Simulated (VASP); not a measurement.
A convergence study with VASP on SrO (rock salt): one setting is varied, all else stays as given below, so the limit is that of these other settings.

```
CELL_PARAMETERS angstrom
      0.00000     2.58000     2.58000
      2.58000     0.00000     2.58000
      2.58000     2.58000     0.00000
ATOMIC_POSITIONS crystal
  Sr 0.00000 0.00000 0.00000
  O  0.50000 0.50000 0.50000
```

Calculation: PBE GGA, VASP's PBE PAW potentials (set 64) (plane waves; VASP). The tightest run used: 700 eV cut-off, 8×8×8 Γ-centred mesh, Gaussian smearing of 0.010 eV, potentials Sr_sv O.

Task: The settings run are ENCUT = 300; ENCUT = 400; ENCUT = 500; ENCUT = 600; ENCUT = 700. From which on does the highest Γ mode stay within 5 cm⁻¹ of the tightest run?

Result: From ENCUT = 400 on: it is off by 0.5 there and by no more than 5 in any finer run, while ENCUT = 300 is off by 7.0.
| setting | mean ε∞ | highest Γ mode (cm⁻¹) | plane waves | difference judged (cm⁻¹) |
|---|---|---|---|---|
| ENCUT = 300 | 3.76 | 214.4 | 416 | 7.0 |
| ENCUT = 400 | 3.81 | 207.8 | 636 | 0.5 |
| ENCUT = 500 | 3.81 | 208.3 | 893 | 1.0 |
| ENCUT = 600 | 3.81 | 207.2 | 1162 | 0.1 |
| ENCUT = 700 | 3.81 | 207.4 | 1459 | 0.0 |

Left out are rungs that failed or repeat a setting and relaxations that didn't move; long series are thinned to 24 rows.

The compound is SrO in the rock salt structure. The cell was not relaxed at this level.
